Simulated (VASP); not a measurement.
Level of theory: PBEsol GGA, VASP's PBE PAW potentials (set 64) (plane waves; VASP).

VASP input:

**KPOINTS**
```
Automatic mesh
0
Gamma
6 6 6
0 0 0
```

File POSCAR:
```
KMgF3
1.0
  3.9784700000   0.0000000000   0.0000000000
  0.0000000000   3.9784700000   0.0000000000
  0.0000000000   0.0000000000   3.9784700000
K Mg F
1 1 3
Cart
  1.9834343907   1.9844170728   1.9860164178
  0.0139087311   0.0054982455  -0.0346007536
 -0.0148556070   1.9896328470  -0.0158581814
  1.9916817591  -0.0055977073   0.0280641274
  0.0043007261   0.0045195419   2.0148444114
```

### INCAR
```
NSW = 50   # most ionic steps
LWAVE = .False.
LASPH = .True.
PREC = Accurate
EDIFFG = -0.01   # ionic stop
GGA = PS   # PBEsol
ENCUT = 400   # plane-wave cut-off (eV)
NELM = 100   # most electronic steps
LCHARG = .False.
ALGO = Normal
SYSTEM = KMgF3
IBRION = 2
SIGMA = 0.01
LREAL = .False.   # projection in real space or not
ISMEAR = 0
EDIFF = 1E-6
ISIF = 3   # ions, shape and volume
```

POTCAR, in this order: K_sv Mg F (PBE.64 set). Program: vasp_std.

At this cut-off the stress carries a Pulay error, which pulls relaxed volumes low. Energy and stress use the plane-wave basis of the starting cell.

Estimate the energy per atom (σ→0), volume per atom, band gap (on the k-mesh).

```
Property                           Value
------------------------  --------------
energy per atom (σ→0)     -5.084 eV/atom
band gap (on the k-mesh)         7.66 eV
volume per atom            11.84 Å³/atom
```

**OSZICAR**
```
...
  11 F= -.25421115E+02 E0= -.25421115E+02  d E =-.154300E-03
       N       E                     dE             d eps       ncg     rms          rms(c)
DAV:   1    -0.254211392379E+02   -0.24449E-04   -0.35230E-02  4544   0.158E+00    0.439E-02
DAV:   2    -0.254211675846E+02   -0.28347E-04   -0.63604E-04  5324   0.205E-01    0.129E-02
DAV:   3    -0.254211643092E+02    0.32754E-05   -0.85671E-06  6092   0.274E-02    0.660E-03
DAV:   4    -0.254211632286E+02    0.10806E-05   -0.31644E-06  5440   0.174E-02    0.458E-03
DAV:   5    -0.254211630977E+02    0.13084E-06   -0.48511E-07  3152   0.596E-03
  12 F= -.25421163E+02 E0= -.25421163E+02  d E =-.482818E-04
```

The structure comes from a computed database's KMgF3 entry; how it stands against other phases isn't given here. In the starting cell atoms are displaced from their ideal sites. This run relaxes it. The run is one of a series of settings (EDIFFG = -0.01, IBRION = 2, ISIF = 3, NSW = 50 against the base run), some of them coarse on purpose.
